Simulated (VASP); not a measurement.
Here is the system:

```
Li
1.0
   -1.65636     1.65636     1.65636
    1.65636    -1.65636     1.65636
    1.65636     1.65636    -1.65636
Li
1
Direct
  0.00000   0.00000   0.00000
```

Calculation: PBE GGA with D3 dispersion (Becke-Johnson damping), VASP's PBE PAW potentials (set 64) (plane waves; VASP). Settings: 520 eV cut-off, Gaussian smearing of 0.050 eV, potentials Li_sv.

Task: Estimate the band gap (along the path) with the smallest direct gap where there is one.

Result: 
```yaml
band gap (along the path): none (metal, semimetal or under 0.01 eV)
```

The absolute energy has meaning only against runs of the same code, potentials and settings.

The compound is Li in the bcc structure. It was relaxed first, which changed the volume by -14 %.
